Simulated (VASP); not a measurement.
Consider the following.

```
CELL_PARAMETERS angstrom
      2.32166     1.34041     7.54825
     -2.32166     1.34041     7.54825
      0.00000    -2.68082     7.54825
ATOMIC_POSITIONS crystal
  Mg 0.50082 0.50082 0.50082
  Cd 0.99951 0.99951 0.99951
  Te 0.87319 0.87319 0.87319
  Te 0.37646 0.37646 0.37646
```

These are HSE06 screened hybrid, VASP's PBE PAW potentials (set 64) (plane waves; VASP) values and carry that method's errors. Numerical set-up: 400 eV cut-off, 4×4×4 Γ-centred mesh, Gaussian smearing of 0.050 eV, potentials Mg Cd Te.

Unless said otherwise, spin-orbit coupling is left out, though it shifts the bands of the heavy elements here.

Problem. What does the run give for the energy per atom (σ→0), band gap (over the mesh, the named points and PBE's band edges) with the smallest direct gap where there is one?

Solution. 
The band gap (over the mesh, the named points and PBE's band edges) comes out as 2.03 eV and the smallest direct gap (over the mesh, the named points and PBE's band edges) comes out as 2.03 eV. The energy per atom (σ→0) is -3.397 eV/atom.

Total energies compare only between runs with the same potentials, cut-off and functional.

The structure comes from a computed database's MgCdTe2 entry (R3m); how it stands against other phases isn't given here. It was relaxed first.
